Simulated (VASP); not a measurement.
Calculation: PBE GGA with D3 dispersion (Becke-Johnson damping), VASP's PBE PAW potentials (set 64) (plane waves; VASP).

VASP ran on this input.

File POSCAR:
```
Tm
1.0
  1.7574959016  -3.0440722647   0.0000000000
  1.7574959016   3.0440722647   0.0000000000
  0.0000000000   0.0000000000   5.4347392100
Tm
2
Cartesian
  1.7574959016   1.0146927843   1.3586848025
  1.7574959016  -1.0146927843   4.0760544075
```

### INCAR
```
SYSTEM = Tm
PREC = Accurate; ENCUT = 520; LREAL = .False.
LASPH = .True.
EDIFF = 1E-6; NELM = 100; ALGO = Normal
LMAXMIX = 6
ISMEAR = 1; SIGMA = 0.1
GGA = PE; IVDW = 12
IBRION = 2; NSW = 60; ISIF = 3
EDIFFG = -0.01
LWAVE = .False.; LCHARG = .False.
```

KPOINTS:
```
K-points
0
gamma
  11 11 6
```

POTCAR, in this order: Tm_3 (PBE.64 set). Program: vasp_std.

Output

**OSZICAR**
```
       N       E                     dE             d eps       ncg     rms          rms(c)
DAV:   1     0.678476590600E+02    0.67848E+02   -0.85002E+03  1664   0.132E+03
DAV:   2    -0.420659575980E+01   -0.72054E+02   -0.70909E+02  1735   0.404E+02
DAV:   3    -0.877062188261E+01   -0.45640E+01   -0.42388E+01  2696   0.634E+01
DAV:   4    -0.892443743593E+01   -0.15382E+00   -0.13018E+00  2650   0.905E+00
DAV:   5    -0.892618005617E+01   -0.17426E-02   -0.17424E-02  2344   0.889E-01    0.243E+01
DAV:   6    -0.892681284334E+01   -0.63279E-03   -0.30322E-02  2612   0.214E+00    0.144E+01
DAV:   7    -0.894297912642E+01   -0.16166E-01   -0.52837E-02  2509   0.275E+00    0.393E-01
DAV:   8    -0.894276665931E+01    0.21247E-03   -0.29304E-03  2174   0.494E-01    0.103E-01
DAV:   9    -0.894277704460E+01   -0.10385E-04   -0.23448E-04  2703   0.164E-01    0.294E-02
DAV:  10    -0.894277061155E+01    0.64331E-05   -0.24185E-05  2301   0.452E-02    0.371E-02
DAV:  11    -0.894277120996E+01   -0.59841E-06   -0.23425E-06  1601   0.159E-02
   1 F= -.96342699E+01 E0= -.96351062E+01  d E =-.963427E+01
```

### OUTCAR
```
------------------------ aborting loop because EDIFF is reached ----------------------------------------
 Edisp (eV)   -0.69150
  FORCE on cell =-STRESS in cart. coord.  units (eV):
  Direction    XX          YY          ZZ          XY          YZ          ZX
  --------------------------------------------------------------------------------------
  Total      -0.01071    -0.01071    -0.00393     0.00000     0.00000     0.00000
  in kB      -0.29501    -0.29501    -0.10828     0.00000     0.00000     0.00000
  external pressure =       -0.23 kB  Pullay stress =        0.00 kB
  volume of cell :       58.15
      direct lattice vectors                 reciprocal lattice vectors
     1.757495902 -3.044072265  0.000000000     0.284495685 -0.164253656  0.000000000
     1.757495902  3.044072265  0.000000000     0.284495685  0.164253656  0.000000000
     0.000000000  0.000000000  5.434739210     0.000000000  0.000000000  0.184001469
 POSITION                                       TOTAL-FORCE (eV/Angst)
 -----------------------------------------------------------------------------------
      1.75750      1.01469      1.35868         0.000000      0.000000      0.000000
      1.75750     -1.01469      4.07605        -0.000000      0.000000      0.000000
 -----------------------------------------------------------------------------------
    total drift:                                0.000000      0.000068     -0.000012
  FREE ENERGIE OF THE ION-ELECTRON SYSTEM (eV)
  ---------------------------------------------------
  free  energy   TOTEN  =        -9.6342699009 eV

  energy  without entropy=       -9.6367788297  energy(sigma->0) =       -9.63510621

 reached required accuracy - stopping structural energy minimisation
```
(Selected blocks of OUTCAR.)

The 4f electrons are frozen in the core of the lanthanide potential, so 4f levels, which can set the real gap, and their magnetism are missing.

The compound is Tm in the hcp structure. It was relaxed first. The start is the result of an earlier pass.
